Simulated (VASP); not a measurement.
These are PBE GGA, VASP's PBE PAW potentials (set 64) (plane waves; VASP) values and carry that method's errors.

Input for VASP

KPOINTS:
```
kpoints
0
gamma
 1 1 1
0 0 0
```

### INCAR
```
SYSTEM = Cd31NaTe32
PREC = Normal; ENCUT = 400; LREAL = Auto
LASPH = .True.; ISYM = 0
EDIFF = 1E-5; NELM = 100; NELMIN = 4
ALGO = Fast; LMAXMIX = 4
ISMEAR = 0; SIGMA = 0.05
GGA = PE
ISPIN = 2; MAGMOM = 64*0.0156; NUPDOWN = 1
IBRION = 2; NSW = 60; ISIF = 2
EDIFFG = -0.03
LWAVE = .False.; LCHARG = .False.; LORBIT = 10
```

**POSCAR**
```
Cd31NaTe32
1.0
 13.2498873621   0.0000000000   0.0000000000
  0.0000000000  13.2498873621   0.0000000000
  0.0000000000   0.0000000000  13.2498873621
Cd Te Na
31 32 1
Cartesian
  6.6249436811   0.0000000000   0.0000000000
  9.9374155216   3.3124718405   0.0000000000
  9.9374155216   0.0000000000   3.3124718405
  0.0000000000   0.0000000000   0.0000000000
  3.3124718405   3.3124718405   0.0000000000
  6.6249436811   6.6249436811   0.0000000000
  9.9374155216   9.9374155216   0.0000000000
  3.3124718405   0.0000000000   3.3124718405
  6.6249436811   3.3124718405   3.3124718405
  9.9374155216   6.6249436811   3.3124718405
  6.6249436811   0.0000000000   6.6249436811
  9.9374155216   3.3124718405   6.6249436811
  9.9374155216   0.0000000000   9.9374155216
  0.0000000000   6.6249436811   0.0000000000
  3.3124718405   9.9374155216   0.0000000000
  0.0000000000   3.3124718405   3.3124718405
  3.3124718405   6.6249436811   3.3124718405
  6.6249436811   9.9374155216   3.3124718405
  0.0000000000   0.0000000000   6.6249436811
  3.3124718405   3.3124718405   6.6249436811
  9.9374155216   9.9374155216   6.6249436811
  3.3124718405   0.0000000000   9.9374155216
  6.6249436811   3.3124718405   9.9374155216
  9.9374155216   6.6249436811   9.9374155216
  0.0000000000   9.9374155216   3.3124718405
  0.0000000000   6.6249436811   6.6249436811
  3.3124718405   9.9374155216   6.6249436811
  0.0000000000   3.3124718405   9.9374155216
  3.3124718405   6.6249436811   9.9374155216
  6.6249436811   9.9374155216   9.9374155216
  0.0000000000   9.9374155216   9.9374155216
  8.2811796013   1.6562359203   1.6562359203
 11.5936514418   4.9687077608   1.6562359203
 11.5936514418   1.6562359203   4.9687077608
  1.6562359203   1.6562359203   1.6562359203
  4.9687077608   4.9687077608   1.6562359203
  8.2811796013   8.2811796013   1.6562359203
 11.5936514418  11.5936514418   1.6562359203
  4.9687077608   1.6562359203   4.9687077608
  8.2859495608   5.0164868546   5.0093319154
 11.5936514418   8.2811796013   4.9687077608
  8.2811796013   1.6562359203   8.2811796013
 11.5936514418   4.9687077608   8.2811796013
 11.5936514418   1.6562359203  11.5936514418
  1.6562359203   8.2811796013   1.6562359203
  4.9687077608  11.5936514418   1.6562359203
  1.6562359203   4.9687077608   4.9687077608
  4.9795196689   8.3006966854   4.9728284758
  8.2811796013  11.5936514418   4.9687077608
  1.6562359203   1.6562359203   8.2811796013
  4.9811229052   5.0165928537   8.2981129574
  8.2568528081   8.2393099572   8.2989477003
 11.5936514418  11.5936514418   8.2811796013
  4.9687077608   1.6562359203  11.5936514418
  8.2811796013   4.9687077608  11.5936514418
 11.5936514418   8.2811796013  11.5936514418
  1.6562359203  11.5936514418   4.9687077608
  1.6562359203   8.2811796013   8.2811796013
  4.9687077608  11.5936514418   8.2811796013
  1.6562359203   4.9687077608  11.5936514418
  4.9687077608   8.2811796013  11.5936514418
  8.2811796013  11.5936514418  11.5936514418
  1.6562359203  11.5936514418  11.5936514418
  6.6195112272   6.5967744205   6.6643753458
```

POTCAR, in this order: Cd Te Na_pv (PBE.64 set). Program: vasp_gam.

The run wrote:

File OSZICAR:
```
...
RMM:   5    -0.152237902975E+03    0.24161E-03   -0.34305E-03  1373   0.885E-02    0.700E-02
RMM:   6    -0.152237976530E+03   -0.73555E-04   -0.65989E-04  1701   0.417E-02    0.593E-02
RMM:   7    -0.152237963114E+03    0.13416E-04   -0.13904E-04  1400   0.181E-02    0.292E-02
RMM:   8    -0.152237964684E+03   -0.15700E-05   -0.11109E-04  1183   0.150E-02    0.207E-02
RMM:   9    -0.152237963503E+03    0.11809E-05   -0.11346E-05   834   0.690E-03
   3 F= -.15223796E+03 E0= -.15221869E+03  d E =-.212181E+00  mag=     1.0000
       N       E                     dE             d eps       ncg     rms          rms(c)
DAV:   1    -0.152238436761E+03   -0.47208E-03   -0.23497E+00  1456   0.227E+00    0.405E-01
RMM:   2    -0.152240496114E+03   -0.20594E-02   -0.25211E-02  1368   0.233E-01    0.832E-02
RMM:   3    -0.152240805578E+03   -0.30946E-03   -0.37323E-03  1486   0.959E-02    0.853E-02
RMM:   4    -0.152240822139E+03   -0.16562E-04   -0.73594E-04  1452   0.404E-02    0.563E-02
RMM:   5    -0.152240821638E+03    0.50118E-06   -0.12023E-04  1254   0.181E-02    0.165E-02
RMM:   6    -0.152240825615E+03   -0.39764E-05   -0.32034E-05   983   0.966E-03
   4 F= -.15224083E+03 E0= -.15222155E+03  d E =-.215043E+00  mag=     1.0000
       N       E                     dE             d eps       ncg     rms          rms(c)
DAV:   1    -0.152249887054E+03   -0.90654E-02   -0.43888E+00  1424   0.325E+00    0.443E-01
RMM:   2    -0.152253060258E+03   -0.31732E-02   -0.38129E-02  1368   0.324E-01    0.104E-01
RMM:   3    -0.152253531767E+03   -0.47151E-03   -0.55307E-03  1448   0.128E-01    0.106E-01
RMM:   4    -0.152253544415E+03   -0.12647E-04   -0.88350E-04  1464   0.510E-02    0.661E-02
RMM:   5    -0.152253549782E+03   -0.53677E-05   -0.21164E-04  1372   0.248E-02    0.165E-02
RMM:   6    -0.152253554658E+03   -0.48760E-05   -0.46557E-05  1130   0.114E-02
   5 F= -.15225355E+03 E0= -.15223427E+03  d E =-.127290E-01  mag=     1.0000
       N       E                     dE             d eps       ncg     rms          rms(c)
DAV:   1    -0.152254920106E+03   -0.13703E-02   -0.81447E+00  1392   0.442E+00    0.599E-01
RMM:   2    -0.152260830535E+03   -0.59104E-02   -0.70962E-02  1368   0.442E-01    0.141E-01
RMM:   3    -0.152261707148E+03   -0.87661E-03   -0.10230E-02  1451   0.175E-01    0.146E-01
RMM:   4    -0.152261742316E+03   -0.35167E-04   -0.17109E-03  1457   0.695E-02    0.923E-02
RMM:   5    -0.152261752303E+03   -0.99871E-05   -0.38343E-04  1402   0.334E-02    0.250E-02
RMM:   6    -0.152261762655E+03   -0.10352E-04   -0.90365E-05  1318   0.154E-02    0.145E-02
RMM:   7    -0.152261761784E+03    0.87039E-06   -0.13964E-05   825   0.738E-03
   6 F= -.15226176E+03 E0= -.15224248E+03  d E =-.209362E-01  mag=     1.0000
       N       E                     dE             d eps       ncg     rms          rms(c)
DAV:   1    -0.152261776920E+03   -0.14265E-04   -0.44942E-01  1472   0.104E+00    0.140E-01
RMM:   2    -0.152262106353E+03   -0.32943E-03   -0.39170E-03  1368   0.104E-01    0.329E-02
RMM:   3    -0.152262153877E+03   -0.47523E-04   -0.55981E-04  1434   0.414E-02    0.346E-02
RMM:   4    -0.152262156037E+03   -0.21601E-05   -0.10088E-04  1306   0.183E-02    0.204E-02
RMM:   5    -0.152262156999E+03   -0.96202E-06   -0.28257E-05   892   0.955E-03
   7 F= -.15226216E+03 E0= -.15224288E+03  d E =-.213314E-01  mag=     1.0000
       N       E                     dE             d eps       ncg     rms          rms(c)
DAV:   1    -0.152264447053E+03   -0.22910E-02   -0.35026E+00  1392   0.288E+00    0.319E-01
RMM:   2    -0.152266394101E+03   -0.19470E-02   -0.22725E-02  1368   0.265E-01    0.769E-02
RMM:   3    -0.152266696930E+03   -0.30283E-03   -0.33118E-03  1434   0.104E-01    0.753E-02
RMM:   4    -0.152266708336E+03   -0.11406E-04   -0.50478E-04  1453   0.411E-02    0.468E-02
RMM:   5    -0.152266711715E+03   -0.33796E-05   -0.12452E-04  1315   0.204E-02    0.127E-02
RMM:   6    -0.152266714220E+03   -0.25049E-05   -0.25964E-05   904   0.964E-03
   8 F= -.15226671E+03 E0= -.15224743E+03  d E =-.455722E-02  mag=     1.0000
       N       E                     dE             d eps       ncg     rms          rms(c)
DAV:   1    -0.152267440064E+03   -0.72835E-03   -0.24397E+00  1392   0.241E+00    0.262E-01
RMM:   2    -0.152268802839E+03   -0.13628E-02   -0.15870E-02  1368   0.221E-01    0.635E-02
RMM:   3    -0.152269015915E+03   -0.21308E-03   -0.23193E-03  1458   0.868E-02    0.651E-02
RMM:   4    -0.152269023181E+03   -0.72655E-05   -0.34687E-04  1442   0.341E-02    0.397E-02
RMM:   5    -0.152269026120E+03   -0.29392E-05   -0.90165E-05  1259   0.173E-02
   9 F= -.15226903E+03 E0= -.15224975E+03  d E =-.686912E-02  mag=     1.0000
       N       E                     dE             d eps       ncg     rms          rms(c)
DAV:   1    -0.152262657968E+03    0.63652E-02   -0.97650E+00  1392   0.482E+00    0.528E-01
RMM:   2    -0.152268095594E+03   -0.54376E-02   -0.63620E-02  1368   0.443E-01    0.128E-01
RMM:   3    -0.152268951314E+03   -0.85572E-03   -0.92998E-03  1430   0.173E-01    0.128E-01
RMM:   4    -0.152268986464E+03   -0.35150E-04   -0.14052E-03  1450   0.679E-02    0.812E-02
RMM:   5    -0.152268995775E+03   -0.93104E-05   -0.35226E-04  1395   0.337E-02    0.210E-02
RMM:   6    -0.152269003382E+03   -0.76069E-05   -0.77871E-05  1252   0.153E-02
  10 F= -.15226900E+03 E0= -.15224972E+03  d E =-.684638E-02  mag=     1.0000
       N       E                     dE             d eps       ncg     rms          rms(c)
DAV:   1    -0.152267247516E+03    0.17483E-02   -0.38866E+00  1392   0.303E+00    0.339E-01
RMM:   2    -0.152269391237E+03   -0.21437E-02   -0.25058E-02  1368   0.278E-01    0.812E-02
RMM:   3    -0.152269720533E+03   -0.32930E-03   -0.36473E-03  1425   0.109E-01    0.757E-02
RMM:   4    -0.152269732044E+03   -0.11511E-04   -0.56146E-04  1440   0.441E-02    0.477E-02
RMM:   5    -0.152269734194E+03   -0.21506E-05   -0.13673E-04  1362   0.221E-02    0.130E-02
RMM:   6    -0.152269736491E+03   -0.22969E-05   -0.29074E-05   892   0.106E-02
  11 F= -.15226974E+03 E0= -.15225046E+03  d E =-.757949E-02  mag=     1.0000
       N       E                     dE             d eps       ncg     rms          rms(c)
DAV:   1    -0.152268451874E+03    0.12823E-02   -0.17009E+00  1392   0.201E+00    0.224E-01
RMM:   2    -0.152269390089E+03   -0.93821E-03   -0.10977E-02  1368   0.184E-01    0.535E-02
RMM:   3    -0.152269534920E+03   -0.14483E-03   -0.16069E-03  1439   0.731E-02    0.502E-02
RMM:   4    -0.152269540528E+03   -0.56077E-05   -0.25407E-04  1486   0.307E-02    0.306E-02
RMM:   5    -0.152269541990E+03   -0.14617E-05   -0.63605E-05  1194   0.151E-02
  12 F= -.15226954E+03 E0= -.15225026E+03  d E =-.738499E-02  mag=     1.0000
       N       E                     dE             d eps       ncg     rms          rms(c)
DAV:   1    -0.152269284754E+03    0.25577E-03   -0.79820E-01  1392   0.137E+00    0.154E-01
RMM:   2    -0.152269724880E+03   -0.44013E-03   -0.51114E-03  1368   0.126E-01    0.362E-02
RMM:   3    -0.152269790747E+03   -0.65867E-04   -0.74170E-04  1446   0.497E-02    0.340E-02
RMM:   4    -0.152269793036E+03   -0.22891E-05   -0.11682E-04  1375   0.205E-02    0.218E-02
RMM:   5    -0.152269792887E+03    0.14879E-06   -0.28892E-05   904   0.102E-02
  13 F= -.15226979E+03 E0= -.15225051E+03  d E =-.763589E-02  mag=     1.0000
       N       E                     dE             d eps       ncg     rms          rms(c)
DAV:   1    -0.152269720862E+03    0.72173E-04   -0.21033E+00  1392   0.233E+00    0.301E-01
RMM:   2    -0.152271193969E+03   -0.14731E-02   -0.16945E-02  1368   0.228E-01    0.649E-02
RMM:   3    -0.152271415280E+03   -0.22131E-03   -0.24018E-03  1426   0.899E-02    0.651E-02
RMM:   4    -0.152271429033E+03   -0.13754E-04   -0.37396E-04  1467   0.364E-02    0.431E-02
RMM:   5    -0.152271431478E+03   -0.24445E-05   -0.88692E-05  1291   0.178E-02
  14 F= -.15227143E+03 E0= -.15225215E+03  d E =-.163859E-02  mag=     1.0000
```

### OUTCAR
```
------------------------ aborting loop because EDIFF is reached ----------------------------------------
  FORCE on cell =-STRESS in cart. coord.  units (eV):
  Direction    XX          YY          ZZ          XY          YZ          ZX
  --------------------------------------------------------------------------------------
  Total       -0.2398267     -0.2597048     -0.2393880     -0.0264055      0.0129864      0.0106945
  in kB       -0.1651854     -0.1788768     -0.1648832     -0.0181873      0.0089446      0.0073661
  external PRESSURE =      -0.1696485 kB  Pullay stress =       0.0000000 kB
  volume of cell :     2326.14
      direct lattice vectors                 reciprocal lattice vectors
    13.249887362  0.000000000  0.000000000     0.075472340  0.000000000  0.000000000
     0.000000000 13.249887362  0.000000000     0.000000000  0.075472340  0.000000000
     0.000000000  0.000000000 13.249887362     0.000000000  0.000000000  0.075472340
  FREE ENERGIE OF THE ION-ELECTRON SYSTEM (eV)
  ---------------------------------------------------
  free  energy   TOTEN  =      -152.2714314779 eV

  energy  without entropy=     -152.2328698929  energy(sigma->0) =     -152.25215069

 total charge

# of ion       s       p       d       tot
------------------------------------------
    1        0.459   0.294   9.529  10.282
    2        0.454   0.285   9.530  10.269
    3        0.454   0.285   9.530  10.269
    4        0.453   0.284   9.531  10.268
    5        0.454   0.285   9.530  10.269
    6        0.453   0.283   9.531  10.267
    7        0.454   0.285   9.530  10.269
    8        0.454   0.284   9.530  10.269
    9        0.455   0.287   9.530  10.272
   10        0.455   0.287   9.530  10.272
   11        0.453   0.283   9.531  10.267
   12        0.455   0.287   9.530  10.272
   13        0.454   0.285   9.530  10.269
   14        0.459   0.294   9.529  10.282
   15        0.454   0.285   9.530  10.269
   16        0.454   0.285   9.530  10.269
   17        0.455   0.287   9.530  10.272
   18        0.455   0.287   9.530  10.272
   19        0.459   0.294   9.529  10.282
   20        0.455   0.287   9.530  10.272
   21        0.455   0.287   9.530  10.272
   22        0.454   0.285   9.530  10.269
   23        0.455   0.287   9.530  10.272
   24        0.455   0.287   9.530  10.272
   25        0.454   0.285   9.530  10.269
   26        0.453   0.283   9.531  10.267
   27        0.455   0.287   9.530  10.272
   28        0.454   0.285   9.530  10.269
   29        0.455   0.287   9.530  10.273
   30        0.455   0.287   9.530  10.272
   31        0.454   0.285   9.530  10.269
   32        1.348   2.043   0.017   3.409
   33        1.348   2.043   0.017   3.409
   34        1.348   2.043   0.017   3.409
   35        1.348   2.041   0.017   3.406
   36        1.347   2.041   0.017   3.405
   37        1.347   2.040   0.017   3.404
   38        1.348   2.040   0.017   3.405
   39        1.347   2.040   0.017   3.404
   40        1.347   2.067   0.014   3.428
   41        1.347   2.040   0.017   3.404
   42        1.347   2.040   0.017   3.404
   43        1.347   2.040   0.017   3.404
   44        1.348   2.041   0.017   3.406
   45        1.348   2.043   0.017   3.409
   46        1.348   2.043   0.017   3.409
   47        1.347   2.041   0.017   3.404
   48        1.346   2.068   0.014   3.428
   49        1.347   2.040   0.017   3.404
   50        1.348   2.043   0.017   3.409
   51        1.346   2.068   0.014   3.429
   52        1.346   2.068   0.014   3.428
   53        1.348   2.043   0.017   3.409
   54        1.349   2.043   0.017   3.409
   55        1.347   2.040   0.017   3.404
   56        1.348   2.043   0.017   3.409
   57        1.349   2.043   0.017   3.409
   58        1.347   2.040   0.017   3.404
   59        1.347   2.040   0.017   3.404
   60        1.349   2.043   0.017   3.409
   61        1.347   2.040   0.017   3.404
   62        1.348   2.043   0.017   3.409
   63        1.348   2.041   0.017   3.406
   64        0.070   5.991   0.000   6.060
--------------------------------------------------
tot         57.291  80.304 295.969 433.564

 magnetization (x)

# of ion       s       p       d       tot
------------------------------------------
    1       -0.001   0.000   0.002   0.002
    2       -0.001   0.000   0.002   0.001
    3       -0.001   0.000   0.002   0.001
    4       -0.001   0.000   0.002   0.001
    5       -0.001   0.000   0.002   0.001
    6       -0.001   0.000   0.002   0.001
    7       -0.001   0.000   0.002   0.001
    8       -0.001   0.000   0.002   0.001
    9       -0.001   0.000   0.002   0.002
   10       -0.001   0.000   0.002   0.002
   11       -0.001   0.000   0.002   0.001
   12       -0.001   0.000   0.002   0.002
   13       -0.001   0.000   0.002   0.001
   14       -0.001   0.000   0.002   0.002
   15       -0.001   0.000   0.002   0.001
   16       -0.001   0.000   0.002   0.001
   17       -0.001   0.000   0.002   0.002
...
```
(Selected blocks of OUTCAR.)

File CONTCAR:
```
Cd31NaTe32
   1.00000000000000
    13.2498873621000008    0.0000000000000000    0.0000000000000000
     0.0000000000000000   13.2498873621000008    0.0000000000000000
     0.0000000000000000    0.0000000000000000   13.2498873621000008
  Cd              Te              Na
    31    32     1
Direct
     0.5000509668606062    0.0001743816282220    0.0000997932008576
     0.7497745823210995    0.2501512038760195    0.0004065676640071
     0.7496505882991541    0.0002457160915475    0.2503967716974210
     0.9999856121084497    0.9999963663598087    0.9999999572026544
     0.2504281979531848    0.2503771647793915    0.9999869652010063
     0.4999105081802810    0.4998865536997327    0.0001606028679234
     0.7496723396808813    0.7496874805499401    0.9997114763678056
     0.2503891534159345    0.0000348614049253    0.2503995511107608
     0.5025486039465693    0.2501659041282878    0.2501002467524875
     0.7503758766827932    0.4982215470423438    0.2498462254838164
     0.4999074768278093    0.0001095747589917    0.4998556410516447
     0.7503074989012414    0.2498662112917771    0.4980607300565131
     0.7496630680522086    0.9997699001923610    0.7496121788305935
     0.9999699016382977    0.5000843908467100    0.0002529538487577
     0.2501339077209779    0.7499351239936877    0.0004431959791478
     0.9999017343188722    0.2503999144346446    0.2503945144987308
     0.2499417102381955    0.5021628138382556    0.2498419721679821
     0.4981524502296775    0.7503323500822433    0.2497602094897798
     0.9998586142206315    0.9999982323556806    0.5000754935637995
     0.2497459867509919    0.2497722580564039    0.5022088079626956
     0.7499209495358314    0.7499473757232633    0.5025170588004044
     0.2503127977764218    0.0003168515283589    0.7496712433018126
     0.4981689882254089    0.2496605553329833    0.7503971529196176
     0.7504737514848261    0.5017450842468699    0.7504909337846851
     0.0002963283846560    0.7497022419129155    0.2503927610034339
     0.0000285331293362    0.4999636785653731    0.4998037439916522
     0.2498421175420388    0.7503338874853660    0.4980288417293553
     0.0004125037897209    0.2502308533749241    0.7497387454992217
     0.2494822731172684    0.4984762070593361    0.7506414640631743
     0.5019754775398563    0.7503012431793330    0.7503637509680775
     0.9996165421193693    0.7498110884333375    0.7496813555394296
     0.6251008479038446    0.1239269060546118    0.1240945893115840
     0.8761412029003963    0.3748883547828534    0.1239964476828509
     0.8761379557711267    0.1239163230780139    0.3748951124047070
     0.1250726400365684    0.1250727201224242    0.1250940016419363
     0.3749688934487578    0.3748479678005304    0.1255703818261429
     0.6251398561993315    0.6251398591906709    0.1252401614751202
     0.8749339943916240    0.8749534825763204    0.1250847247941171
     0.3749876347717933    0.1256524513537443    0.3749136289210779
     0.6298205581082044    0.3708373170921899    0.3707475139617573
     0.8746957691415584    0.6252977780695762    0.3750302243254806
     0.6251192478164724    0.1253163557240818    0.6250834542398604
     0.8749175698180511    0.3748286983797861    0.6251462685251672
     0.8749306584899604    0.1250348623272518    0.8749363799498494
     0.1238604628118685    0.6251544879551438    0.1240076847042586
     0.3749402377885345    0.8763197059495571    0.1239365471575015
     0.1254693659671176    0.3749299683397505    0.3749058511520018
     0.3703922460049452    0.6299963719302811    0.3702288956633313
     0.6251931024042074    0.8746655310859630    0.3750264043566472
     0.1238099990963955    0.1237571880245330    0.6251214960902873
     0.3696113846615691    0.3700572043697145    0.6308845420844779
     0.6296376793392836    0.6294361530148069    0.6303879257480055
     0.8760212843740397    0.8761190502754720    0.6251350008365936
     0.3748591957296767    0.1238146751282952    0.8762246930735663
     0.6251815960038331    0.3747896183733514    0.8749687075833826
     0.8762830136106327    0.6251639995236774    0.8762841563259094
     0.1238777020289239    0.8762688178840080    0.3749327572285774
     0.1251570094813099    0.6252357489253220    0.6250702241494728
     0.3748704109265280    0.8748190173651910    0.6251507626857681
     0.1236685742012381    0.3748574205261250    0.8764705395209962
     0.3748190191302158    0.6252665536390138    0.8750469230880349
     0.6251325856570827    0.8763261390081347    0.8762469941243598
     0.1250211369086467    0.8749944711959364    0.8749068016216758
     0.4991951240836724    0.4998607846806292    0.5008612971462458
```

The supercell is sampled at Γ alone, which is coarse: total energies, pressure and levels can be off, energies of defects by several tenths of an eV.

The cell is a supercell with a defect, built from CdTe (zinc blende): Na_Cd.
